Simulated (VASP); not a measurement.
Method: LDA (Ceperley-Alder, Perdew-Zunger), VASP's LDA PAW potentials (set 64) (plane waves; VASP 6.6.1).

A VASP calculation is set up with these files.

File KPOINTS:
```
Automatic
0
G
 5 5 8
0 0 0
```

**INCAR**
```
# general
SYSTEM   =  MnF2
PREC     =  Accurate
ENCUT    =  520   # plane-wave cut-off (eV)
LREAL    =  .False.   # projection in real space or not
LASPH    =  .True.   # aspherical one-centre terms

# electronic loop
EDIFF    =  1E-7
NELM     =  100   # most electronic steps
ALGO     =  Normal
LMAXMIX  =  4   # l cut-off of mixed one-centre charges

# smearing
ISMEAR   =  -5   # tetrahedra, Bloechl

# spin
ISPIN    =  2   # spin-polarised
MAGMOM   =  4.4 -4.4 -0.0 2*0.0 -0.0

# ions
ISIF     =  2   # forces and stress, cell fixed

# output
LWAVE    =  .False.
LCHARG   =  .True.
LORBIT   =  11
NEDOS    =  601   # DOS grid

# other
LEFG     =  .True.
```

File POSCAR:
```
MnF2
4.7580720
  0.9999999030   0.0000000000   0.0000000000
  0.0000000000   0.9999999030   0.0000000000
  0.0000000000   0.0000000000   0.6778349232
Mn F
2 4
Direct
  0.0000000000   0.0000000000   0.0000000000
  0.5000000000   0.5000000000   0.5000000000
  0.3022480159   0.3022480159   0.0000000000
  0.8022480159   0.1977519841   0.5000000000
  0.1977519841   0.8022480159   0.5000000000
  0.6977519841   0.6977519841   1.0000000000
```

POTCAR, in this order: Mn_pv F (LDA.64 set). Program: vasp_std.

The resulting files:

OSZICAR:
```
       N       E                     dE             d eps       ncg     rms          rms(c)
DAV:   1     0.719633209693E+03    0.71963E+03   -0.31372E+04  3880   0.195E+03
DAV:   2     0.274657625804E+02   -0.69217E+03   -0.66911E+03  4272   0.560E+02
DAV:   3    -0.433514651291E+02   -0.70817E+02   -0.70355E+02  4112   0.189E+02
DAV:   4    -0.452634559274E+02   -0.19120E+01   -0.19063E+01  4640   0.306E+01
DAV:   5    -0.452971494891E+02   -0.33694E-01   -0.33651E-01  4008   0.445E+00    0.228E+01
DAV:   6    -0.419092707484E+02    0.33879E+01   -0.23400E+01  4640   0.369E+01    0.168E+01
DAV:   7    -0.419495103680E+02   -0.40240E-01   -0.16929E+00  4032   0.110E+01    0.112E+01
DAV:   8    -0.418248437418E+02    0.12467E+00   -0.34146E-01  4160   0.516E+00    0.388E+00
DAV:   9    -0.419238197539E+02   -0.98976E-01   -0.64862E-02  4792   0.284E+00    0.817E-01
DAV:  10    -0.419255247526E+02   -0.17050E-02   -0.14384E-02  3952   0.773E-01    0.166E-01
DAV:  11    -0.419255732201E+02   -0.48468E-04   -0.40183E-04  4576   0.171E-01    0.636E-02
DAV:  12    -0.419255920140E+02   -0.18794E-04   -0.27447E-05  4448   0.459E-02    0.350E-02
DAV:  13    -0.419255981132E+02   -0.60992E-05   -0.81979E-06  4144   0.218E-02    0.997E-03
DAV:  14    -0.419255987314E+02   -0.61820E-06   -0.11371E-06  4560   0.936E-03    0.260E-03
DAV:  15    -0.419255987485E+02   -0.17112E-07   -0.82940E-08  2272   0.266E-03
   1 F= -.41925599E+02 E0= -.41925599E+02  d E =0.000000E+00  mag=    -0.0000
```

File OUTCAR:
```
------------------------ aborting loop because EDIFF is reached ----------------------------------------
  FORCE on cell =-STRESS in cart. coord.  units (eV):
  Direction    XX          YY          ZZ          XY          YZ          ZX
  --------------------------------------------------------------------------------------
  Total        0.0337891      0.0337891     -0.1139518      0.0000000      0.0000000      0.0000000
  in kB        0.7414310      0.7414310     -2.5004306      0.0000000      0.0000000      0.0000000
  external PRESSURE =      -0.3391895 kB  Pullay stress =       0.0000000 kB
  volume of cell :       73.02
      direct lattice vectors                 reciprocal lattice vectors
     4.758071539  0.000000000  0.000000000     0.210169181  0.000000000  0.000000000
     0.000000000  4.758071539  0.000000000     0.000000000  0.210169181  0.000000000
     0.000000000  0.000000000  3.225187369     0.000000000  0.000000000  0.310059505
 POSITION                                       TOTAL-FORCE (eV/Angst)
 -----------------------------------------------------------------------------------
      0.00000      0.00000      0.00000        -0.000000      0.000000     -0.000000
      2.37904      2.37904      1.61259        -0.000000      0.000000     -0.000000
      1.43812      1.43812      0.00000        -0.004119     -0.004119     -0.000000
      3.81715      0.94092      1.61259        -0.004119      0.004119      0.000000
      0.94092      3.81715      1.61259         0.004119     -0.004119     -0.000000
      3.31995      3.31995      0.00000         0.004119      0.004119      0.000000
 -----------------------------------------------------------------------------------
    total drift:                               -0.000000      0.000000      0.000000
  FREE ENERGIE OF THE ION-ELECTRON SYSTEM (eV)
  ---------------------------------------------------
  free  energy   TOTEN  =       -41.9255987485 eV

  energy  without entropy=      -41.9255987485  energy(sigma->0) =      -41.92559875

 total charge

# of ion       s       p       d       tot
------------------------------------------
    1        0.184   6.175   5.007  11.366
    2        0.184   6.175   5.007  11.366
    3        1.728   4.348   0.000   6.075
    4        1.728   4.348   0.000   6.075
    5        1.728   4.348   0.000   6.075
    6        1.728   4.348   0.000   6.075
--------------------------------------------------
tot          7.278  29.741  10.015  47.034

 magnetization (x)

# of ion       s       p       d       tot
------------------------------------------
    1        0.013   0.012   4.413   4.438
    2       -0.013  -0.012  -4.413  -4.438
    3       -0.003  -0.028   0.000  -0.031
    4        0.003   0.028   0.000   0.031
    5        0.003   0.028   0.000   0.031
    6       -0.003  -0.028   0.000  -0.031
--------------------------------------------------
tot          0.000   0.000   0.000   0.000

 Electric field gradients after diagonalization (V/A^2)
 (convention: |V_zz| > |V_xx| > |V_yy|)
----------------------------------------------------------------------
 ion       V_xx      V_yy      V_zz     asymmetry (V_yy - V_xx)/ V_zz
----------------------------------------------------------------------
   1     -18.289    -9.491    27.779       0.317
   2     -18.289    -9.491    27.779       0.317
   3      45.782    17.248   -63.030       0.453
   4      45.782    17.248   -63.030       0.453
   5      45.782    17.248   -63.030       0.453
   6      45.782    17.248   -63.030       0.453
```
(Selected blocks of OUTCAR.)

The compound is MnF2 in the rutile structure. It was relaxed first, which changed the volume by -7 %.
